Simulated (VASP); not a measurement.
All values below come from r2SCAN meta-GGA, VASP's PBE PAW potentials (set 64) (plane waves; VASP 6.6.1). Each cell was relaxed at this level, without spin-orbit coupling.

Task: Which of these comes out without a gap?
A. Ag, Fm-3m (225)
B. CaSe, Fm-3m (225)
C. B, R-3m (166)
D. MgH2, P4_2/mnm (136)

Result: A, Ag, Fm-3m (225). The others have gaps of 4.39 eV (MgH2, P4_2/mnm (136)), 1.63 eV (B, R-3m (166)), 2.53 eV (CaSe, Fm-3m (225)).
